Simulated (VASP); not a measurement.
The system is Be.

```
Be
1.0
     2.28580    0.00000    0.00000
    -1.14290    1.97956    0.00000
     0.00000    0.00000    3.58430
Be
2
Cartesian
  0.0000 1.3197 0.8961
  1.1429 0.6599 2.6882
```

* Program: VASP 6.6.1
* Task: relaxation of cell and atoms
* Functional: PBEsol
* Potentials or basis: VASP PAW PBE potentials, release 64 (Be)
* Cutoff: 300 eV
* k mesh: 21 × 21 × 12
* Occupations: gaussian, width 0.1 eV
* Spin: no spin polarisation

At the start: pressure -3.6 GPa; volume 8.11 Å³/atom.

Q: Where does the relaxation end?

A: Over 5 steps the energy falls by 3.0 meV/atom and the volume is 7.86 Å³/atom (-3.1 %); space group P6_3/mmc (No. 194, to 0.05 Å).

Step by step:
```
step  energy change (eV)  largest force (eV/Å)  pressure (GPa)  volume (Å³)
   1              0.0000                0.0000           -3.57        16.22
   2             -0.0058                0.0000           -0.55        15.80
   3             -0.0060                0.0000            0.04        15.72
   4             -0.0060                0.0000            0.12        15.71
   5             -0.0060                0.0000            0.07        15.71
```

Final structure:
```
CELL_PARAMETERS angstrom
2.25716 0.00000 0.00000
-1.12858 1.95476 0.00000
0.00000 0.00000 3.56156
ATOMIC_POSITIONS crystal
Be 0.33333 0.66667 0.25000
Be 0.66667 0.33333 0.75000
```

Caveat: the cutoff is under 1.25 times the usual one of these potentials, so pressure, stress and relaxed cells hold a basis-set (Pulay) error; the PAW data sets were made with another functional, which shifts forces and pressure a little.
